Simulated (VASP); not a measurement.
# ZnRe (P-6m2) in VASP: reference runs

Reference runs on ZnRe: the cell as given and a disturbed copy.

Everything below comes from runs of VASP 6.6.1. Logs are shortened: lines on timing, memory, paths and dates and some standing lists are left out, and cuts for length are marked.

## Step 1: The crystal as given

The structure is hexagonal, space group P-6m2 (No. 187). The conventional cell has a = 2.748 Å, b = 2.748 Å, c = 4.494 Å, α = 90.00°, β = 90.00°, γ = 120.00°. Re (site symmetry -6m2) is surrounded by 6 Re at 2.75 Å and 6 Zn at 2.75 Å. Zn (site symmetry -6m2) is surrounded by 6 Zn at 2.75 Å and 6 Re at 2.75 Å.

The cell comes from a database or a generator and needn't be the stable form of this composition.

## Step 2: Single point, PBE

INCAR reads:

```
SYSTEM = ZnRe
ALGO = Normal
EDIFF = 1E-7
ENCUT = 520
GGA = PE
ISIF = 2
ISMEAR = -1
LASPH = .True.
LCHARG = .False.
LREAL = .False.
LWAVE = .False.
NBANDS = 16
NELM = 100
PREC = Accurate
SIGMA = 0.05
```

KPOINTS reads:

```
k-points
0
Gamma
  11 11 6
  0 0 0
```

POSCAR reads:

```
ZnRe
1.0
    2.7482183437      0.0000000000      0.0000000000
   -1.3741091718      2.3800269008      0.0000000000
    0.0000000000      0.0000000000      4.4940660000
Re Zn
1 1
Direct
    0.3333333333      0.6666666667      0.5000000000
    0.0000000000      0.0000000000      0.0000000000
```

Potentials or basis: VASP PAW PBE potentials, release 64 (Re, Zn).

On the command line:

```sh
$ cat potpaw_PBE.64/Re/POTCAR potpaw_PBE.64/Zn/POTCAR > POTCAR
$ mpirun -np 1 vasp_std > vasp.out
```

OUTCAR:

```text
SYSTEM = ZnRe
   EDIFF = 1E-7
   ENCUT = 520
   GGA = PE
   ISIF = 2
   ISMEAR = -1
   LASPH = .True.
   LREAL = .False.
   NELM = 100
   PREC = Accurate

 ion  position               nearest neighbor table
   1  0.333  0.667  0.500-   2 2.75   2 2.75   2 2.75   2 2.75   2 2.75   2 2.75
   2  0.000  0.000  0.000-   1 2.75   1 2.75   1 2.75   1 2.75   1 2.75   1 2.75

  LATTYP: Found a hexagonal cell.
 ALAT       =     2.7482183437
 C/A-ratio  =     1.6352652657

  Lattice vectors:

 A1 = (   2.7482183437,   0.0000000000,   0.0000000000)
 A2 = (  -1.3741091718,   2.3800269008,   0.0000000000)
 A3 = (   0.0000000000,   0.0000000000,   4.4940660000)

Analysis of symmetry for initial positions (statically):
=====================================================================
 Subroutine PRICEL returns:
 Original cell was already a primitive cell.

 Routine SETGRP: Setting up the symmetry group for a
 hexagonal supercell.

 Subroutine GETGRP returns: Found 12 space group operations
 (whereof 12 operations were pure point group operations)
 out of a pool of 24 trial point group operations.

The static configuration has the point symmetry D_3h.

Analysis of symmetry for dynamics (positions and initial velocities):
=====================================================================
 Subroutine PRICEL returns:
 Original cell was already a primitive cell.

 Routine SETGRP: Setting up the symmetry group for a
 hexagonal supercell.

 Subroutine GETGRP returns: Found 12 space group operations
 (whereof 12 operations were pure point group operations)
 out of a pool of 24 trial point group operations.

The dynamic configuration has the point symmetry D_3h.

 Subroutine INISYM returns: Found 12 space group operations
 (whereof 12 operations are pure point group operations),
 and found     1 'primitive' translations

----------------------------------------------------------------------------------------

                                     Primitive cell

  volume of cell :      29.3949

  direct lattice vectors                    reciprocal lattice vectors
     2.748218344  0.000000000  0.000000000     0.363872107  0.210081659  0.000000000
    -1.374109172  2.380026901  0.000000000     0.000000000  0.420163318  0.000000000
     0.000000000  0.000000000  4.494066000     0.000000000  0.000000000  0.222515646

  length of vectors
     2.748218344  2.748218344  4.494066000     0.420163318  0.420163318  0.222515646

  position of ions in fractional coordinates (direct lattice)
[... 79 lines left out ...]
   EDIFF  = 0.1E-06   stopping-criterion for ELM
   LREAL  =      F    real-space projection
   EDIFFG = 0.1E-05   stopping-criterion for IOM
   NSW    =      0    number of steps for IOM
   IBRION =     -1    ionic relax: 0-MD 1-quasi-New 2-CG
   NFREE  =      0    steps in history (QN), initial steepest desc. (CG)
   ISIF   =      2    stress and relaxation
   ISYM   =      2    0-nonsym 1-usesym 2-fastsym
   POTIM  = 0.5000    time-step for ionic-motion
   TEBEG  =    0.0;   TEEND  =   0.0 temperature during run
   PSTRESS=    0.0 pullay stress
   NELECT =      19.0000    total number of electrons
   NUPDOWN=      -1.0000    fix difference up-down
   EMIN   =  10.00;   EMAX   =-10.00  energy-range for DOS
   EFERMI =   0.00;   METHOD = LEGACY
   ISMEAR =    -1;   SIGMA  =   0.05  broadening in eV -4-tet -1-fermi 0-gaus
   EFERMI_NEDOS =   21; number of points for ismear=-14 and -15
   IALGO  =     38    algorithm
   IMIX   =      4    mixing-type and parameters
     AMIX     =   0.40;   BMIX     =  1.00
     AMIX_MAG =   1.60;   BMIX_MAG =  1.00
  volume/ion in A,a.u.               =      14.70        99.18
  Fermi-wavevector in a.u.,A,eV,Ry     =   1.415474  2.674858 27.260173  2.003566
  Thomas-Fermi vector in A             =   2.536909
   LORBIT       =      0    0 simple, 1 ext, 2 COOP (PROOUT), +10 PAW based schemes
   GGA     = PE    functional components
   LHFCALC =     F    Hartree Fock is set to
   AEXX    =    0.0000 exact exchange contribution
   IVDW    =     0    specifies the selected vdW correction
   LEPSILON=     F    determine dielectric tensor
   LRPA    =     F    only Hartree local field effects (RPA)
 non-spin polarized calculation
  energy-cutoff  :      520.00
  volume of cell :       29.39
 maximum number of plane-waves:       803
   NGX = 11   NGY = 11   NGZ = 17

 number of electron      19.0000012 magnetization

 Free energy of the ion-electron system (eV)
  ---------------------------------------------------
  ext. energy  EPLUGINS =         0.00000000
  ---------------------------------------------------
  free energy    TOTEN  =       -13.05571020 eV

  energy without entropy =      -13.04129623  energy(sigma->0) =      -13.04850322

 E-fermi :   5.5295     XC(G=0): -12.7873

 val. band max:        5.5049356209   @ k =   0.1818   0.0000   0.1667
 cond. band min:       5.5437646126   @ k =   0.1818   0.0000   0.3333
 fundamental gap:      0.0388289917
 Fermi energy:         5.5294836026

 k-point     1 :       0.0000    0.0000    0.0000
  band No.  band energies     occupation
      1      -4.7311      2.00000
      2      -2.3959      2.00000
      3      -1.7817      2.00000
      4      -1.7817      2.00000
      5      -1.3961      2.00000
      6      -1.3961      2.00000
[... 433 lines left out ...]
      3      -1.8757      2.00000
      4      -1.7208      2.00000
      5      -1.4860      2.00000
      6      -1.4020      2.00000
[... 8 lines left out ...]
     15      17.0046      0.00000
     16      21.0366      0.00000

 [... further k-points ...]

------------------------ aborting loop because EDIFF is reached ----------------------------------------

  FORCE on cell =-STRESS in cart. coord.  units (eV):
  Direction    XX          YY          ZZ          XY          YZ          ZX
  --------------------------------------------------------------------------------------
  -------------------------------------------------------------------------------------
  Total       -0.2897914     -0.2897914     -0.2494969     -0.0000000     -0.0000000      0.0000000
  in kB      -15.7951415    -15.7951415    -13.5988791     -0.0000000     -0.0000000      0.0000000
  external PRESSURE =     -15.0630540 kB  Pullay stress =       0.0000000 kB

 VOLUME and BASIS-vectors are now :
 -----------------------------------------------------------------------------
  energy-cutoff  :      520.00
  volume of cell :       29.39
      direct lattice vectors                 reciprocal lattice vectors
     2.748218344  0.000000000  0.000000000     0.363872107  0.210081659  0.000000000
    -1.374109172  2.380026901  0.000000000     0.000000000  0.420163318  0.000000000
     0.000000000  0.000000000  4.494066000     0.000000000  0.000000000  0.222515646

 POSITION                                       TOTAL-FORCE (eV/Angst)
 -----------------------------------------------------------------------------------
     -0.00000      1.58668      2.24703         0.000000     -0.000000      0.000000
      0.00000      0.00000      0.00000        -0.000000      0.000000      0.000000
 -----------------------------------------------------------------------------------
    total drift:                               -0.000000      0.000000      0.000000

  FREE ENERGIE OF THE ION-ELECTRON SYSTEM (eV)
  ---------------------------------------------------
  free  energy   TOTEN  =       -13.0557102008 eV

  energy  without entropy=      -13.0412962297  energy(sigma->0) =      -13.04850322
```

OSZICAR:

```text
N       E                     dE             d eps       ncg     rms          rms(c)
DAV:   1     0.572780866987E+02    0.57278E+02   -0.95670E+03  3072   0.166E+03
DAV:   2    -0.120005157345E+02   -0.69279E+02   -0.65759E+02  3112   0.356E+02
DAV:   3    -0.139314041780E+02   -0.19309E+01   -0.19232E+01  3112   0.507E+01
DAV:   4    -0.139427641958E+02   -0.11360E-01   -0.11355E-01  2432   0.271E+00
DAV:   5    -0.139430047731E+02   -0.24058E-03   -0.24057E-03  3264   0.467E-01    0.245E+01
DAV:   6    -0.132428655047E+02    0.70014E+00   -0.11611E+00  3424   0.299E+01    0.993E+00
DAV:   7    -0.130761402833E+02    0.16673E+00   -0.44363E-01  3544   0.143E+01    0.966E-01
DAV:   8    -0.130604249310E+02    0.15715E-01   -0.46309E-02  3344   0.615E+00    0.844E-01
DAV:   9    -0.130560320143E+02    0.43929E-02   -0.61580E-03  3440   0.164E+00    0.358E-01
DAV:  10    -0.130557116485E+02    0.32037E-03   -0.39514E-04  3216   0.248E-01    0.861E-02
DAV:  11    -0.130557106281E+02    0.10204E-05   -0.29957E-05  3520   0.818E-02    0.570E-03
DAV:  12    -0.130557103264E+02    0.30165E-06   -0.22472E-06  3168   0.284E-02    0.357E-03
DAV:  13    -0.130557102077E+02    0.11871E-06   -0.64103E-08  1984   0.572E-03    0.324E-04
DAV:  14    -0.130557102008E+02    0.68972E-08   -0.17876E-08  1536   0.396E-03
   1 F= -.13055710E+02 E0= -.13048503E+02  d E =-.144140E-01
```

stdout:

```text
POSCAR found type information on POSCAR ReZn
 POSCAR found :  2 types and       2 ions
 scaLAPACK will be used
 LDA part: xc-table for (Slater+PW92), standard interpolation
 POSCAR, INCAR and KPOINTS ok, starting setup
 FFT: planning ... GRIDC
 FFT: planning ... GRID_SOFT
 FFT: planning ... GRID
 WAVECAR not read
 entering main loop
```

It took 22 s on 1 thread of Intel Xeon Platinum 8488C (Sapphire Rapids), shared host; peak memory 0.16 GiB.

Results:

- Free energy: -13.0557 eV
- Pressure: -1.5 GPa
- Band gap on the k mesh: none (metal or under the smearing width)

Spin-orbit coupling is left out, which matters for the levels of Re.

## Step 3: Single point, PBE (atoms moved at random, drawn with an rms of 0.05 Å)

INCAR reads:

```
PREC = Accurate
ENCUT = 520
EDIFF = 1E-7
ISMEAR = -1
SIGMA = 0.05
LREAL = False
LASPH = True
NELM = 100
ALGO = Normal
ISIF = 2
LWAVE = False
LCHARG = True
GGA = PE
LELF = True
LVHAR = True
NBANDS = 16
```

KPOINTS reads:

```
Automatic mesh
0
Gamma
  11 11 6
```

POSCAR reads:

```
ZnRe
1.0
    2.7482183437      0.0000000000      0.0000000000
   -1.3741091718      2.3800269008      0.0000000000
    0.0000000000      0.0000000000      4.4940660000
Re Zn
1 1
Direct
    0.3227060000      0.6596810000      0.5123110000
    0.0165860000      0.0018920000     -0.0091620000
```

Potentials or basis: VASP PAW PBE potentials, release 64 (Re, Zn).

On the command line:

```sh
$ cat potpaw_PBE.64/Re/POTCAR potpaw_PBE.64/Zn/POTCAR > POTCAR
$ mpirun -np 1 vasp_std > vasp.out
```

OUTCAR:

```text
PREC = Accurate
   ENCUT = 520
   EDIFF = 1E-7
   ISMEAR = -1
   LREAL = False
   LASPH = True
   NELM = 100
   ISIF = 2
   GGA = PE

 ion  position               nearest neighbor table
   1  0.323  0.660  0.512-   2 2.65   2 2.66   2 2.71   2 2.81   2 2.82   2 2.87
   2  0.017  0.002  0.991-   1 2.65   1 2.66   1 2.71   1 2.81   1 2.82   1 2.87

  LATTYP: Found a hexagonal cell.
 ALAT       =     2.7482183437
 C/A-ratio  =     1.6352652657

  Lattice vectors:

 A1 = (   2.7482183437,   0.0000000000,   0.0000000000)
 A2 = (  -1.3741091718,   2.3800269008,   0.0000000000)
 A3 = (   0.0000000000,   0.0000000000,   4.4940660000)

Analysis of symmetry for initial positions (statically):
=====================================================================
 Subroutine PRICEL returns:
 Original cell was already a primitive cell.

 Routine SETGRP: Setting up the symmetry group for a
 hexagonal supercell.

 Subroutine GETGRP returns: Found  1 space group operations
 (whereof  1 operations were pure point group operations)
 out of a pool of 24 trial point group operations.

The static configuration has the point symmetry C_1 .
[... 160 lines left out ...]

 E-fermi :   5.5245     XC(G=0): -12.7823

 val. band max:        5.5197518215   @ k =   0.3636   0.2727   0.5000
 cond. band min:       5.5300974698   @ k =  -0.4545  -0.4545   0.3333
 fundamental gap:      0.0103456483
 Fermi energy:         5.5244549826

 k-point     1 :       0.0000    0.0000    0.0000
  band No.  band energies     occupation
      1      -4.7379      2.00000
      2      -2.4160      2.00000
      3      -1.7958      2.00000
      4      -1.7941      2.00000
      5      -1.4284      2.00000
      6      -1.4030      2.00000
[... 433 lines left out ...]
      3      -1.8982      2.00000
      4      -1.7510      2.00000
      5      -1.5136      2.00000
      6      -1.4242      2.00000
[... 8 lines left out ...]
     15      16.7981      0.00000
     16      21.2304      0.00000

 [... further k-points ...]

------------------------ aborting loop because EDIFF is reached ----------------------------------------

  FORCE on cell =-STRESS in cart. coord.  units (eV):
  Direction    XX          YY          ZZ          XY          YZ          ZX
  --------------------------------------------------------------------------------------
  -------------------------------------------------------------------------------------
  Total       -0.2019844     -0.1275456      0.0852341     -0.1038734     -0.0186603     -0.0670844
  in kB      -11.0092039     -6.9518994      4.6457050     -5.6616444     -1.0170844     -3.6564488
  external PRESSURE =      -4.4384661 kB  Pullay stress =       0.0000000 kB

 VOLUME and BASIS-vectors are now :
 -----------------------------------------------------------------------------
  energy-cutoff  :      520.00
  volume of cell :       29.39
      direct lattice vectors                 reciprocal lattice vectors
     2.748218344  0.000000000  0.000000000     0.363872107  0.210081659  0.000000000
    -1.374109172  2.380026901  0.000000000     0.000000000  0.420163318  0.000000000
     0.000000000  0.000000000  4.494066000     0.000000000  0.000000000  0.222515646

 POSITION                                       TOTAL-FORCE (eV/Angst)
 -----------------------------------------------------------------------------------
     -0.01961      1.57006      2.30236         0.114937      0.033629     -0.935184
      0.04298      0.00450      4.45289        -0.114937     -0.033629      0.935184
 -----------------------------------------------------------------------------------
    total drift:                               -0.000145      0.000028     -0.000665

  FREE ENERGIE OF THE ION-ELECTRON SYSTEM (eV)
  ---------------------------------------------------
  free  energy   TOTEN  =       -13.0070827893 eV

  energy  without entropy=      -12.9929079356  energy(sigma->0) =      -12.99999536
```

OSZICAR:

```text
N       E                     dE             d eps       ncg     rms          rms(c)
DAV:   1     0.600833059901E+02    0.60083E+02   -0.95755E+03 17432   0.166E+03
DAV:   2    -0.117922459776E+02   -0.71876E+02   -0.68023E+02 17696   0.365E+02
DAV:   3    -0.138791486678E+02   -0.20869E+01   -0.20772E+01 16872   0.526E+01
DAV:   4    -0.138935923985E+02   -0.14444E-01   -0.14439E-01 14440   0.298E+00
DAV:   5    -0.138938803106E+02   -0.28791E-03   -0.28791E-03 17856   0.511E-01    0.247E+01
DAV:   6    -0.131944282403E+02    0.69945E+00   -0.11573E+00 19440   0.300E+01    0.101E+01
DAV:   7    -0.130280667120E+02    0.16636E+00   -0.46063E-01 20296   0.146E+01    0.961E-01
DAV:   8    -0.130118089705E+02    0.16258E-01   -0.50518E-02 19632   0.646E+00    0.853E-01
DAV:   9    -0.130074012739E+02    0.44077E-02   -0.62304E-03 19400   0.160E+00    0.352E-01
DAV:  10    -0.130070835580E+02    0.31772E-03   -0.39673E-04 18296   0.246E-01    0.839E-02
DAV:  11    -0.130070831426E+02    0.41543E-06   -0.27883E-05 20184   0.776E-02    0.691E-03
DAV:  12    -0.130070828585E+02    0.28406E-06   -0.26710E-06 17920   0.311E-02    0.367E-03
DAV:  13    -0.130070827893E+02    0.69207E-07   -0.97727E-08 11552   0.552E-03
   1 F= -.13007083E+02 E0= -.12999995E+02  d E =-.141749E-01
```

stdout:

```text
POSCAR found type information on POSCAR ReZn
 POSCAR found :  2 types and       2 ions
 scaLAPACK will be used
 LDA part: xc-table for (Slater+PW92), standard interpolation
 POSCAR, INCAR and KPOINTS ok, starting setup
 FFT: planning ... GRIDC
 FFT: planning ... GRID_SOFT
 FFT: planning ... GRID
 WAVECAR not read
 entering main loop
```

Run time: 2.9 min. Hardware: 1 thread of Intel Xeon Platinum 8488C (Sapphire Rapids), shared host; peak memory 0.29 GiB.

What came out:

```
Free energy            : -13.0071 eV
Pressure               : -0.4 GPa
Largest force          : 0.943 eV/Å
Band gap on the k mesh : none (metal or under the smearing width)
```

Forces on the atoms (eV/Å):
```
Re   0.115  0.034 -0.935
Zn  -0.115 -0.034  0.935
```

Spin-orbit coupling is left out, which matters for the levels of Re.
